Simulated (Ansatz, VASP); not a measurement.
# Cross-check of SrTiSi between VASP and Ansatz, part 2 of 2

Aim: how closely do two programs agree when they are given the same cell, functional and k mesh? The cell is invented: As first built, before any earlier steps moved the atoms (in the runner's words): it takes the SrSiGe structure with some of its atoms replaced by other elements, volume scaled by an estimate. It may not be a known or stable phase. The cell is taken from a series of VASP runs on this material, whose earlier steps may have relaxed, scaled or displaced it; both programs get it as it stands.

VASP 6.6.1 and Ansatz 0.2.0.

So far: The structure; Ansatz: band structure, PBEsol with D4, spin-orbit coupling.

## Step 3: VASP: band structure, PBEsol with D4, spin-orbit coupling

Level of this step: PBEsol with D4, spin-orbit coupling; plane waves and PAW (Sr_sv, Ti_sv, Si); invented cell (VASP).

The same cell, functional, mesh and smearing now go to VASP, with its own data sets and cutoff.

Lines of VASP's logs that name or quote its potential files are left out, and so is its time.

Input file INCAR:

```
SYSTEM = SrTiSi
PREC = Accurate
ENCUT = 400
EDIFF = 1E-06
NELM = 100
ISMEAR = 1
SIGMA = 0.2
LREAL = .FALSE.
ALGO = Normal
GGA = PS
IVDW = 13
LNONCOLLINEAR = .TRUE.
MAGMOM = 0 0 0 0 0 0 0 0 0
NBANDS = 38
GGA_COMPAT = .FALSE.
LASPH = .TRUE.
LSORBIT = .TRUE.
LMAXMIX = 4
LORBIT = 11
LWAVE = .FALSE.
LCHARG = .FALSE.
```

Input file POSCAR:

```
SrTiSi
1.0
    4.3727343976     -0.0000000405      0.0000000000
   -2.1863677692      3.7868990370      0.0000000000
    0.0000000000      0.0000000000      4.4524079147
Sr Ti Si
1 1 1
Direct
    0.6666666700      0.3333333300      0.0000000000
    0.0000000000      0.0000000000      0.5000000000
    0.3333333300      0.6666666700      0.5000000000
```

Input file KPOINTS:

```
Automatic mesh
0
Gamma
6 6 5
0 0 0
```

Input file KPOINTS_OPT:

```
Line mode
16
Line-mode
Reciprocal
  0.00000000   0.00000000   0.00000000 GAMMA
  0.50000000   0.00000000   0.00000000 M

  0.50000000   0.00000000   0.00000000 M
  0.33333333   0.33333333   0.00000000 K

  0.33333333   0.33333333   0.00000000 K
  0.00000000   0.00000000   0.00000000 GAMMA

  0.00000000   0.00000000   0.00000000 GAMMA
  0.00000000   0.00000000   0.50000000 A

  0.00000000   0.00000000   0.50000000 A
  0.50000000   0.00000000   0.50000000 L

  0.50000000   0.00000000   0.50000000 L
  0.33333333   0.33333333   0.50000000 H

  0.33333333   0.33333333   0.50000000 H
  0.00000000   0.00000000   0.50000000 A

  0.50000000   0.00000000   0.50000000 L
  0.50000000   0.00000000   0.00000000 M

  0.33333333   0.33333333   0.00000000 K
  0.33333333   0.33333333   0.50000000 H
```

The projector-augmented-wave data sets are Sr_sv, Ti_sv and Si (PBE family, release 64).

Run with:

```bash
$ mpirun -np 1 vasp_ncl
```

Numbers of over 12 decimals in the logs are rounded to 6 here.

Output:

```text
[banner, memory and clock lines left out]
running    1 mpi-ranks, on    1 nodes
 distrk:  each k-point on    1 cores,    1 groups
 distr:  one band on    1 cores,    1 groups

 POSCAR found type information on POSCAR SrTiSi
 POSCAR found :  3 types and       3 ions
|                                                                             |
|               ----> ADVICE to this user running VASP <----                  |
|                                                                             |
|     You enforced a specific xc type in the INCAR file but a different       |
|     [... a line on the potential file left out ...]
|     I HOPE YOU KNOW WHAT YOU ARE DOING!                                     |
|                                                                             |

 LDA part: xc-table for (Slater+PW92), standard interpolation
 POSCAR, INCAR and KPOINTS ok, starting setup
 FFT: planning ... GRIDC
 FFT: planning ... GRID_SOFT
 FFT: planning ... GRID
 WAVECAR not read
 entering main loop
       N       E                     dE             d eps       ncg     rms          rms(c)
DAV:   1     0.230177802967E+03    0.23018E+03   -0.10761E+04  2304   0.114E+03
DAV:   2     0.913118120841E+01   -0.22105E+03   -0.21430E+03  2346   0.365E+02
DAV:   3    -0.160847603823E+02   -0.25216E+02   -0.24696E+02  3626   0.105E+02
DAV:   4    -0.187751593037E+02   -0.26904E+01   -0.26719E+01  3376   0.286E+01
DAV:   5    -0.189604331281E+02   -0.18527E+00   -0.18522E+00  3332   0.651E+00    0.331E+01
DAV:   6    -0.177855062374E+02    0.11749E+01   -0.34009E+01  3012   0.357E+01    0.154E+01
DAV:   7    -0.166438335132E+02    0.11417E+01   -0.21988E+01  3042   0.333E+01    0.149E+01
DAV:   8    -0.159780017853E+02    0.66583E+00   -0.26710E+00  2980   0.117E+01    0.461E+00
DAV:   9    -0.159967751666E+02   -0.18773E-01   -0.21819E-01  3180   0.224E+00    0.180E+00
DAV:  10    -0.159900911833E+02    0.66840E-02   -0.13863E-02  3500   0.767E-01    0.126E+00
DAV:  11    -0.159857541548E+02    0.43370E-02   -0.18278E-02  3254   0.964E-01    0.351E-01
DAV:  12    -0.159858361795E+02   -0.82025E-04   -0.13490E-03  2946   0.297E-01    0.197E-01
DAV:  13    -0.159857685616E+02    0.67618E-04   -0.30840E-04  3178   0.108E-01    0.630E-02
DAV:  14    -0.159857695795E+02   -0.10179E-05   -0.13414E-05  3042   0.225E-02    0.403E-02
DAV:  15    -0.159857711508E+02   -0.15713E-05   -0.95014E-06  3202   0.204E-02    0.246E-02
DAV:  16    -0.159857699355E+02    0.12154E-05   -0.11469E-05  3120   0.228E-02    0.578E-03
DAV:  17    -0.159857694642E+02    0.47130E-06   -0.20582E-06  2352   0.112E-02
   1 F= -.16342717E+02 E0= -.16340267E+02  d E =-.735234E-02  mag=     0.0000     0.0000    -0.0000
 Start KPOINTS_OPT (optional k-point list driver)
k-point batch [1-30\144]
       N       E                     dE             ncg
DAV:   1    -0.432929130186E+04   -0.16224E+05     2336
DAV:   2    -0.108911829860E+05   -0.65619E+04     2358
DAV:   3    -0.116402004799E+05   -0.74902E+03     3730
DAV:   4    -0.117269652663E+05   -0.86765E+02     3410
DAV:   5    -0.117323623212E+05   -0.53971E+01     3290
DAV:   6    -0.117324691850E+05   -0.10686E+00     3290
DAV:   7    -0.117324746715E+05   -0.54865E-02     3330
DAV:   8    -0.117324748189E+05   -0.14742E-03     3300
DAV:   9    -0.117324748274E+05   -0.84018E-05     2788
DAV:  10    -0.117324748277E+05   -0.32548E-06     1898
[...]
k-point batch [121-144\144]
       N       E                     dE             ncg
DAV:   1     0.745886200060E+03   -0.19528E+05     1912
DAV:   2    -0.440639792139E+04   -0.51523E+04     1936
DAV:   3    -0.499824334484E+04   -0.59185E+03     2900
DAV:   4    -0.507169180291E+04   -0.73448E+02     2766
DAV:   5    -0.507626374877E+04   -0.45719E+01     2624
DAV:   6    -0.507637123890E+04   -0.10749E+00     2658
DAV:   7    -0.507637578216E+04   -0.45433E-02     2660
DAV:   8    -0.507637596502E+04   -0.18286E-03     2578
DAV:   9    -0.507637597445E+04   -0.94271E-05     2280
DAV:  10    -0.507637597485E+04   -0.40218E-06     1490
```

Parts of OUTCAR (step 3):

```text
ion  position               nearest neighbor table
   1  0.667  0.333  0.000-   3 3.37   3 3.37   2 3.37   2 3.37   3 3.37   3 3.37   2 3.37   2 3.37
                             2 3.37   2 3.37   3 3.37   3 3.37
   2  0.000  0.000  0.500-   3 2.52   3 2.52   3 2.52   1 3.37   1 3.37   1 3.37   1 3.37   1 3.37
                             1 3.37
   3  0.333  0.667  0.500-   2 2.52   2 2.52   2 2.52   1 3.37   1 3.37   1 3.37   1 3.37   1 3.37
                             1 3.37

  LATTYP: Found a hexagonal cell.
 ALAT       =     4.3727343976
 C/A-ratio  =     1.0182205252

 Subroutine GETGRP returns: Found 12 space group operations
 (whereof 12 operations were pure point group operations)

The static configuration has the point symmetry D_3h.

 Found     30 irreducible k-points:

   k-points           NKPTS =     30   k-points in BZ     NKDIM =     30   number of bands    NBANDS=     38

   dimension x,y,z NGX =    30 NGY =   30 NGZ =   30
   dimension x,y,z NGXF=    60 NGYF=   60 NGZF=   60

   ENCUT  =  400.0 eV  29.40 Ry    5.42 a.u.   7.13  7.13  7.26*2*pi/ulx,y,z

   NELECT =      26.0000    total number of electrons

 k-points in reciprocal lattice and weights: Automatic mesh
   0.00000000  0.00000000  0.00000000       0.006
   0.16666667  0.00000000  0.00000000       0.017
  -0.16666667  0.00000000  0.00000000       0.017
   0.33333333  0.00000000  0.00000000       0.017
  -0.33333333  0.00000000  0.00000000       0.017
   0.50000000 -0.00000000  0.00000000       0.017
   0.16666667  0.16666667  0.00000000       0.033
   0.33333333  0.16666667  0.00000000       0.033
  -0.33333333 -0.16666667  0.00000000       0.033
[...]
-0.33333333 -0.16666667 -0.40000000       0.067
   0.33333333  0.33333333  0.40000000       0.022

 average (electrostatic) potential at core
       1 -35.8611       2 -76.2663       3 -83.4976

 E-fermi :   4.6806

 k-point     1 :       0.0000    0.0000    0.0000
  band No.  band energies     occupation
    ...
     20       2.7462      1.00000
     21       2.7569      1.00000
     22       2.7569      1.00000
     23       3.2942      1.00000
     24       3.2942      1.00000
     25       4.7090      0.38087
     26       4.7090      0.38087
     27       5.1879     -0.00098
     28       5.1879     -0.00098
     29       5.2047     -0.00066
    ...

 k-point     2 :       0.1667    0.0000    0.0000
  band No.  band energies     occupation
    ...
     22       2.9423      1.00000
     23       3.5097      1.00000
     24       3.5097      1.00000
     25       4.2576      1.00542
     26       4.2576      1.00542
     27       5.0778     -0.00836
     28       5.0778     -0.00836
     29       5.5057     -0.00000
     30       5.5057     -0.00000
     31       6.2069     -0.00000
    ...

 k-point     3 :      -0.1667    0.0000    0.0000
  band No.  band energies     occupation
    ...
     22       2.9423      1.00000
     23       3.5097      1.00000
     24       3.5097      1.00000
     25       4.2576      1.00542
     26       4.2576      1.00542
     27       5.0778     -0.00836
     28       5.0778     -0.00836
     29       5.5057     -0.00000
     30       5.5057     -0.00000
     31       6.2069     -0.00000
    ...

  DFT-D4 for vdW energy calculation

  Edisp (eV):   -0.35695

  Total       0.04301     0.04301     0.00494    -0.00000    -0.00000     0.00000
  in kB       0.93463     0.93463     0.10733    -0.00000    -0.00000     0.00000
  external pressure =        0.66 kB  Pullay stress =        0.00 kB

  energy-cutoff  :      400.00
  volume of cell :       73.73
      direct lattice vectors                 reciprocal lattice vectors
     4.372734398 -0.000000040  0.000000000     0.228689857  0.132034186  0.000000000
    -2.186367769  3.786899037  0.000000000     0.000000002  0.264068304  0.000000000
     0.000000000  0.000000000  4.452407915     0.000000000  0.000000000  0.224597570

 POSITION                                       TOTAL-FORCE (eV/Angst)
 -----------------------------------------------------------------------------------
      2.18637      1.26230      0.00000        -0.000000      0.000000      0.000000
      0.00000      0.00000      2.22620         0.000000     -0.000000      0.000000
     -0.00000      2.52460      2.22620         0.000000     -0.000000      0.000000
 -----------------------------------------------------------------------------------
    total drift:                               -0.000015      0.000009      0.000000

  FREE ENERGIE OF THE ION-ELECTRON SYSTEM (eV)
  ---------------------------------------------------
  free  energy   TOTEN  =       -16.3427174294 eV

  energy  without entropy=      -16.3353650900  energy(sigma->0) =      -16.34026665

 Spin-Orbit-Coupling matrix elements
 Ion:    1  E_soc:     -0.1782206
 Ion:    2  E_soc:     -0.0118017
 Ion:    3  E_soc:     -0.0004543

 total charge
# of ion       s       p       d       tot
------------------------------------------
    1        2.032   5.750   0.249   8.030
    2        2.221   6.085   1.925  10.231
    3        0.785   0.936   0.000   1.721
--------------------------------------------------
tot          5.038  12.770   2.174  19.983

 magnetization (x)
# of ion       s       p       d       tot
------------------------------------------
    1        0.000  -0.000   0.000  -0.000
    2       -0.000   0.000   0.000   0.000
    3        0.000  -0.000   0.000  -0.000
--------------------------------------------------
tot         -0.000  -0.000   0.000   0.000

 magnetization (y)
# of ion       s       p       d       tot
------------------------------------------
    1       -0.000  -0.000   0.000  -0.000
    2        0.000   0.000   0.000   0.000
    3        0.000   0.000   0.000   0.000
--------------------------------------------------
tot          0.000   0.000   0.000   0.000

 magnetization (z)
# of ion       s       p       d       tot
------------------------------------------
    1        0.000   0.000  -0.000  -0.000
    2        0.000   0.000  -0.000  -0.000
    3        0.000   0.000   0.000   0.000
--------------------------------------------------
tot          0.000   0.000  -0.000  -0.000

[... 3 further parts left out ...]
```

The run ends at a pressure of 0.07 GPa.

## Step 4: Comparison

Known differences besides the potentials themselves: spin-orbit coupling enters by fully relativistic files in Ansatz and inside the spheres in VASP; the cutoff is 420 eV in Ansatz and 400 eV in VASP; Ansatz makes its cores anew for this functional, VASP keeps those of its PBE data sets. Total energies have different zeros and are not compared.

Compared:

| quantity | Ansatz | VASP | difference |
| --- | --- | --- | --- |
| pressure (GPa) | 0.11 | 0.07 | +0.05 |

Levels from 3 eV below to 2 eV above the Fermi level differ by 3 meV r.m.s. and 7 meV at most; each VASP level is matched to the nearest of Ansatz, which flatters the figure a little. Ansatz's pressure holds a Pulay correction of 0.01 GPa; VASP's holds none.

## Step 5: Summary of results

| Property | Result |
| --- | --- |
| r.m.s. difference of levels near the Fermi level (band structure, PBEsol with D4, spin-orbit coupling) | 2.9 meV |

The r.m.s. difference of levels near the Fermi level is 2.9 meV (band structure, PBEsol with D4, spin-orbit coupling), within the 80 meV picked in this series as the mark of a large difference. Such differences can come from data sets, numerical settings and the points named under the comparisons, not from the functional's error against experiment.

[Lines on the potential files, build, host, timing and source positions are cut from VASP's logs without a mark.]

[Logs are printed without paths, hosts, clocks, repeated set-up lines and the standing remarks that a program may print on its own settings, such as how far it seeks lower states.]

[Hosts, paths, dates, database ids (printed as entryN), source tags and the programs' standing remarks are cut or masked in the printed files.]
